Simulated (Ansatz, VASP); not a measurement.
**One calculation of YCu, two programs**

INCAR

```
ALGO = Fast ; EDIFF = 1E-7
ENCUT = 520 ; ISIF = 2
ISMEAR = 0 ; LASPH = T
LCHARG = F ; LREAL = F
LWAVE = F ; NBANDS = 18
NELM = 100 ; PREC = Accurate
SIGMA = 0.15
```

Contents of KPOINTS:

```
k-points
0
Gamma
  16 16 16
```

Contents of POSCAR:

```
YCu
1.0
    3.4581153900      0.0000000000      0.0000000000
    0.0000000000      3.4581153900      0.0000000000
    0.0000000000      0.0000000000      3.4581153900
Y Cu
1 1
Direct
    0.0000000000      0.0000000000      0.0000000000
    0.5000000000      0.5000000000      0.5000000000
```

Input for Ansatz:

```yaml
crystal:
  lattice:
    - [3.45811539, 0.0, 0.0]
    - [0.0, 3.45811539, 0.0]
    - [0.0, 0.0, 3.45811539]
  atoms:
    - { symbol: "Y", position: [0.0, 0.0, 0.0] }
    - { symbol: Cu, position: [0.5, 0.5, 0.5] }
basis:
  ecutwfc: 420
kpoints:
  mp_grid: { grid: [16, 16, 16] }
hamiltonian:
  xc: lda
scf:
  occupations: { method: gaussian, width: 0.15 }
output:
  forces: true
  stress: true
  eigenvalues: true
```

The cell comes from a database or a generator and needn't be the stable form of this composition.

Alike in both runs: task single point; functional LDA; k mesh 16 × 16 × 16; occupations gaussian, width 0.15 eV; no spin polarisation.

|  | VASP | Ansatz |
| --- | --- | --- |
| version | VASP 6.6.1 | Ansatz 0.2.0 |
| potentials or method | VASP PAW LDA potentials, release 64 (Y_sv, Cu) | scalar-relativistic, plane waves, PAW |
| plane-wave cutoff (eV) | 520 | 420 |
| valence electrons in the cell | 22 | 30 |

Ansatz gave:

* gap on the k mesh at the Fermi level (eV): none
* pressure (GPa): -5.0

**Question.** Which values does VASP return?

**Answer.** gap on the k mesh at the Fermi level (eV): none; pressure (GPa): -4.9.

A gap of «none» marks a metal or a gap that the smearing closes. The two sets of potentials don't hold the same shells in valence.
